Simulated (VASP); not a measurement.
## Be3CdSe4: relaxation of cell and atoms with PBE

Be3CdSe4:

```
Be Cd Se
1.0
     5.10384    0.00000    0.00000
     0.00000    5.10384    0.00000
     0.00000    0.00000    5.97776
Be Cd Se
3 1 4
Direct
  0.00000 0.50000 0.50000
  0.50000 0.00000 0.50000
  0.00000 0.00000 0.00000
  0.50000 0.50000 0.00000
  0.00000 0.50000 0.78404
  0.50000 0.00000 0.78404
  0.00000 0.50000 0.21596
  0.50000 0.00000 0.21596
```

The cell was built by a generator and needn't be a form met in nature.

| Quantity | Value |
| --- | --- |
| Program | VASP 6.6.1 |
| Task | relaxation of cell and atoms |
| Functional | PBE |
| Potentials or basis | VASP PAW PBE potentials, release 64 (Be, Cd, Se) |
| Cutoff | 520 eV |
| k mesh | 3 × 3 × 3 |
| Occupations | gaussian, width 0.15 eV |
| Spin | no spin polarisation |
| Further INCAR settings | PREC = Normal; ALGO = Fast; EDIFF = 0.0001; IBRION = 2; EDIFFG = -0.08; NSW = 24; ISIF = 3 |

- Relaxed volume: 23.23 Å³/atom
- Relaxed cell: a = 5.107 Å, b = 5.107 Å, c = 7.123 Å, α = 90.00°, β = 90.00°, γ = 90.00°
- Space group after relaxing (to 0.05 Å): P4/mmm (No. 123)
- Energy gained by relaxing: 818.9 meV/atom
- Ionic steps: 11
- Pressure after relaxing: -0.1 GPa
- Largest force after relaxing: 0.006 eV/Å
- Band gap on the k mesh: none (metal or under the smearing width)

Forces in eV/Å, atoms in the order of the input:
```
Be   0.000  0.000  0.000
Be   0.000  0.000  0.000
Be   0.000  0.000  0.000
Cd   0.000  0.000  0.000
Se   0.000  0.000 -0.006
Se   0.000  0.000 -0.006
Se   0.000  0.000  0.006
Se   0.000  0.000  0.006
```

Stress tensor (GPa, compression positive):
```
-0.27  0.00  0.00
 0.00 -0.27  0.00
 0.00  0.00  0.16
```

The path:
```tsv
step	energy change (eV)	largest force (eV/Å)	pressure (GPa)	volume (Å³)
1	0.0000	4.4791	29.55	155.72
2	-0.5276	0.2156	-8.00	237.11
3	-2.6680	0.9920	-7.67	219.56
4	-4.1052	1.7673	-6.46	206.34
5	-5.9746	2.2569	1.89	180.98
6	-5.9696	2.3187	0.81	183.01
7	-5.9765	2.2970	1.24	182.14
8	-6.4862	0.6517	-1.38	188.16
9	-6.4983	0.4374	-1.67	189.24
10	-6.5308	0.2960	0.87	183.79
11	-6.5513	0.0055	-0.12	185.81
```

Final structure:
```yaml
crystal:
  lattice:
    - [5.10746, 0.00000, 0.00000]
    - [0.00000, 5.10746, 0.00000]
    - [0.00000, 0.00000, 7.12279]
  atoms:
    - { symbol: Be, position: [0.00000, 0.50000, 0.50000] }
    - { symbol: Be, position: [0.50000, 0.00000, 0.50000] }
    - { symbol: Be, position: [0.00000, 0.00000, 0.00000] }
    - { symbol: Cd, position: [0.50000, 0.50000, 0.00000] }
    - { symbol: Se, position: [0.00000, 0.50000, 0.78511] }
    - { symbol: Se, position: [0.50000, 0.00000, 0.78511] }
    - { symbol: Se, position: [0.00000, 0.50000, 0.21489] }
    - { symbol: Se, position: [0.50000, 0.00000, 0.21489] }
```

Levels at points of the mesh, in eV from the Fermi level:
| k point | band 18 | band 19 | band 20 | band 21 | band 22 | band 23 | band 24 | band 25 |
| --- | --- | --- | --- | --- | --- | --- | --- | --- |
| (0.00, 0.00, 0.00) | -1.39 | -1.39 | -0.72 | -0.16 | 0.02 | 0.02 | 1.14 | 1.14 |

It took 28 s on 4 MPI ranks on Intel(R) Xeon(R) 6975P-C (Granite Rapids), on a shared host, peak memory 0.13 GiB a rank.

Caveat: the k mesh is coarse (spacing up to 0.41 Å⁻¹), so the values aren't converged; the volume moved by over 15 % at a fixed basis, so the end points are rough; the relaxation stopped at a loose force limit of 0.08 eV/Å, so its end isn't a converged minimum.
